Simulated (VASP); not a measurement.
Output of a VASP run:

**OUTCAR**
```
 ion  position               nearest neighbor table
   1  0.000  0.000  0.000-   2 2.17   2 2.17   2 2.17   2 2.17   2 2.17   2 2.17
   2  0.500  0.500  0.500-   1 2.17   1 2.17   1 2.17   1 2.17   1 2.17   1 2.17
  LATTYP: Found a face centered cubic cell.
 ALAT       =     4.3342153342
 Subroutine PRICEL returns:
 Original cell was already a primitive cell.
 Subroutine GETGRP returns: Found 48 space group operations
The static configuration has the point symmetry O_h .
The dynamic configuration has the point symmetry O_h .
 Subroutine INISYM returns: Found 48 space group operations
 Subroutine IBZKPT returns following result:
 Found    104 irreducible k-points:

 Following reciprocal coordinates:
            Coordinates               Weight
  0.000000  0.000000  0.000000      1.000000
  0.071429  0.000000  0.000000      8.000000
  0.142857  0.000000  0.000000      8.000000
  0.214286  0.000000  0.000000      8.000000
  0.285714  0.000000  0.000000      8.000000
  0.357143  0.000000  0.000000      8.000000
  0.428571  0.000000  0.000000      8.000000
  0.500000  0.000000  0.000000      4.000000
  0.071429  0.071429  0.000000      6.000000
  0.142857  0.071429  0.000000     24.000000
  0.214286  0.071429  0.000000     24.000000
  0.285714  0.071429  0.000000     24.000000
  0.357143  0.071429  0.000000     24.000000
  0.428571  0.071429  0.000000     24.000000
  0.500000  0.071429  0.000000     24.000000
 -0.428571  0.071429  0.000000     24.000000
 -0.357143  0.071429  0.000000     24.000000
 -0.285714  0.071429  0.000000     24.000000
 -0.214286  0.071429  0.000000     24.000000
 -0.142857  0.071429  0.000000     24.000000
 -0.071429  0.071429  0.000000     12.000000
  0.142857  0.142857  0.000000      6.000000
  0.214286  0.142857  0.000000     24.000000
  0.285714  0.142857  0.000000     24.000000
  0.357143  0.142857  0.000000     24.000000
  0.428571  0.142857  0.000000     24.000000
  0.500000  0.142857  0.000000     24.000000
 -0.428571  0.142857  0.000000     24.000000
 -0.357143  0.142857  0.000000     24.000000
 -0.285714  0.142857  0.000000     24.000000
 -0.214286  0.142857  0.000000     24.000000
 -0.142857  0.142857  0.000000     12.000000
  0.214286  0.214286  0.000000      6.000000
  0.285714  0.214286  0.000000     24.000000
  0.357143  0.214286  0.000000     24.000000
  0.428571  0.214286  0.000000     24.000000
  0.500000  0.214286  0.000000     24.000000
 -0.428571  0.214286  0.000000     24.000000
 -0.357143  0.214286  0.000000     24.000000
 -0.285714  0.214286  0.000000     24.000000
   k-points           NKPTS =    104   k-points in BZ     NKDIM =    104   number of bands    NBANDS=     12
   number of dos      NEDOS =    301   number of ions     NIONS =      2
   total plane-waves  NPLWV =  13824
   dimension x,y,z NGX =    24 NGY =   24 NGZ =   24
   dimension x,y,z NGXF=    48 NGYF=   48 NGZF=   48
   ions per type =               1   1
   PREC   = accura    normal or accurate (medium, high low for compatibility)
   ISTART =      0    job   : 0-new  1-cont  2-samecut
   ICHARG =      2    charge: 1-file 2-atom 10-const
   ISPIN  =      1    spin polarized calculation?
   LNONCOLLINEAR =      F non collinear calculations
   LSORBIT =      F    spin-orbit coupling
   INIWAV =      1    electr: 0-lowe 1-rand  2-diag
   ENCUT  =  600.0 eV  44.10 Ry    6.64 a.u.   6.12  6.12  6.12*2*pi/ulx,y,z
   NELM   =    100;   NELMIN=  2; NELMDL= -5     # of ELM steps
   EDIFF  = 0.1E-06   stopping-criterion for ELM
   LREAL  =      F    real-space projection
   NLSPLINE    = F    spline interpolate recip. space projectors
   LMAXMIX     =    4 max onsite mixed and CHGCAR
   VOSKOWN=      0    Vosko Wilk Nusair interpolation
   EDIFFG = -.1E-01   stopping-criterion for IOM
   NSW    =     40    number of steps for IOM
   NBLOCK =      1;   KBLOCK =     40    inner block; outer block
   IBRION =      2    ionic relax: 0-MD 1-quasi-New 2-CG
...
```

### OSZICAR
```
...
   1 F= -.16804003E+02 E0= -.16804043E+02  d E =-.168040E+02
       N       E                     dE             d eps       ncg     rms          rms(c)
DAV:   1    -0.214516826098E+02   -0.27420E+01   -0.76423E+01  2544   0.138E+02    0.177E+01
DAV:   2    -0.186004055949E+02    0.28513E+01   -0.88226E+00  2716   0.545E+01    0.462E+00
DAV:   3    -0.182773801490E+02    0.32303E+00   -0.13997E+00  3072   0.103E+01    0.161E+00
DAV:   4    -0.182944645630E+02   -0.17084E-01   -0.53806E-01  2872   0.778E+00    0.123E+00
DAV:   5    -0.183365635415E+02   -0.42099E-01   -0.56550E-02  3032   0.318E+00    0.266E-01
DAV:   6    -0.183572277806E+02   -0.20664E-01   -0.54287E-02  3184   0.181E+00    0.521E-01
DAV:   7    -0.183586687310E+02   -0.14410E-02   -0.20346E-03  2628   0.490E-01    0.408E-01
DAV:   8    -0.183604769133E+02   -0.18082E-02   -0.62306E-03  2828   0.110E+00    0.505E-02
DAV:   9    -0.183605021665E+02   -0.25253E-04   -0.64463E-04  2928   0.240E-01    0.332E-02
DAV:  10    -0.183605278644E+02   -0.25698E-04   -0.44455E-05  2772   0.663E-02    0.154E-02
DAV:  11    -0.183605271391E+02    0.72534E-06   -0.56872E-06  2924   0.308E-02    0.621E-03
DAV:  12    -0.183605291660E+02   -0.20269E-05   -0.30048E-06  2580   0.180E-02    0.430E-03
DAV:  13    -0.183605291737E+02   -0.77682E-08   -0.64360E-07  3408   0.470E-03
   2 F= -.16707589E+02 E0= -.16707510E+02  d E =0.964148E-01
       N       E                     dE             d eps       ncg     rms          rms(c)
DAV:   1    -0.200631794829E+02   -0.17027E+01   -0.31581E+01  2540   0.980E+01    0.128E+01
DAV:   2    -0.189537703202E+02    0.11094E+01   -0.91581E+00  2864   0.457E+01    0.384E+00
DAV:   3    -0.186042043791E+02    0.34957E+00   -0.12765E+00  2868   0.135E+01    0.129E+00
DAV:   4    -0.186245718877E+02   -0.20368E-01   -0.29944E-01  2644   0.510E+00    0.737E-01
DAV:   5    -0.186523388454E+02   -0.27767E-01   -0.31684E-02  3408   0.132E+00    0.463E-01
DAV:   6    -0.186634569504E+02   -0.11118E-01   -0.22134E-02  3440   0.991E-01    0.203E-01
DAV:   7    -0.186642707201E+02   -0.81377E-03   -0.32962E-03  3148   0.431E-01    0.798E-02
DAV:   8    -0.186642225232E+02    0.48197E-04   -0.45940E-04  2976   0.184E-01    0.199E-02
DAV:   9    -0.186642180095E+02    0.45137E-05   -0.21107E-05  2608   0.548E-02    0.141E-02
DAV:  10    -0.186642179024E+02    0.10709E-06   -0.26194E-06  3680   0.107E-02    0.465E-03
DAV:  11    -0.186642192286E+02   -0.13263E-05   -0.47281E-06  3344   0.136E-02    0.234E-04
DAV:  12    -0.186642191628E+02    0.65800E-07   -0.48883E-07  2256   0.572E-03
   3 F= -.16857269E+02 E0= -.16857293E+02  d E =-.532655E-01
       N       E                     dE             d eps       ncg     rms          rms(c)
DAV:   1    -0.186623200998E+02    0.18991E-02   -0.57056E-03  2540   0.125E+00    0.162E-01
DAV:   2    -0.186621046665E+02    0.21543E-03   -0.11655E-03  2712   0.549E-01    0.451E-02
DAV:   3    -0.186620628218E+02    0.41845E-04   -0.17076E-04  2876   0.147E-01    0.181E-02
DAV:   4    -0.186620640133E+02   -0.11915E-05   -0.59137E-05  2720   0.787E-02    0.102E-02
DAV:   5    -0.186620693918E+02   -0.53785E-05   -0.66057E-06  2972   0.260E-02    0.301E-03
DAV:   6    -0.186620709765E+02   -0.15846E-05   -0.36496E-06  3424   0.104E-02    0.308E-03
DAV:   7    -0.186620713878E+02   -0.41137E-06   -0.70254E-07  2748   0.877E-03    0.173E-03
DAV:   8    -0.186620713534E+02    0.34469E-07   -0.13291E-07  2080   0.475E-03
   4 F= -.16857303E+02 E0= -.16857326E+02  d E =-.532996E-01
```

**OUTCAR**
```
------------------------ aborting loop because EDIFF is reached ----------------------------------------
  FORCE on cell =-STRESS in cart. coord.  units (eV):
  Direction    XX          YY          ZZ          XY          YZ          ZX
  --------------------------------------------------------------------------------------
  Total        1.7981648      1.7981648      1.7981648      0.0000000     -0.0000000      0.0000000
  in kB      149.4511656    149.4511656    149.4511656      0.0000000     -0.0000000      0.0000000
  external PRESSURE =      -0.5488344 kB  Pullay stress =     150.0000000 kB
  volume of cell :       19.28
      direct lattice vectors                 reciprocal lattice vectors
    -0.000000000  2.128156643  2.128156643    -0.234945112  0.234945112  0.234945112
     2.128156643  0.000000000  2.128156643     0.234945112 -0.234945112  0.234945112
     2.128156643  2.128156643  0.000000000     0.234945112  0.234945112 -0.234945112
 POSITION                                       TOTAL-FORCE (eV/Angst)
 -----------------------------------------------------------------------------------
      2.12816      2.12816      4.25631         0.000000      0.000000     -0.000000
      2.12816      2.12816      2.12816         0.000000     -0.000000      0.000000
 -----------------------------------------------------------------------------------
    total drift:                               -0.000000     -0.000000     -0.000000
  FREE ENERGIE OF THE ION-ELECTRON SYSTEM (eV)
  ---------------------------------------------------
  free  energy   TOTEN  =       -18.6620713534 eV

  energy  without entropy=      -18.6621406118  energy(sigma->0) =      -18.66209444
  enthalpy is  TOTEN    =       -16.8573030906 eV   P V=        1.8047682628

 reached required accuracy - stopping structural energy minimisation
```
(Selected blocks of OUTCAR.)

POSCAR:
```
TiC
1
    0.0000000000     2.1671076671     2.1671076671
    2.1671076671     0.0000000000     2.1671076671
    2.1671076671     2.1671076671    -0.0000000000
Ti C
1 1
Direct
  0.0000000000   0.0000000000   0.0000000000
  0.5000000000   0.5000000000   0.5000000000
```

Problem. Reconstruct the remaining input files.

Solution. This is not unique; one that fits is the input of the run itself, PBE GGA, plane waves, VASP's PBE PAW potentials (set 64).

KPOINTS:
```
K-points
0
G
 14 14 14
```

INCAR:
```
SYSTEM=TiC
PREC=Accurate; ENCUT=600; LREAL=.FALSE.
LASPH=.TRUE.
EDIFF=1E-7; NELM=100; ALGO=Normal
LMAXMIX=4
ISMEAR=1; SIGMA=0.1
GGA=PE
IBRION=2; NSW=40; ISIF=3
EDIFFG=-0.01; PSTRESS=150
LWAVE=.FALSE.; LCHARG=.FALSE.
```

POTCAR, in this order: Ti_sv C (PBE.64 set). Program: vasp_std.

Energy and stress use the plane-wave basis of the starting cell.

The compound is TiC in the rock salt structure. This run relaxes it under an external pressure of 15 GPa. Symmetry was kept, so distortions that lower it aren't found.
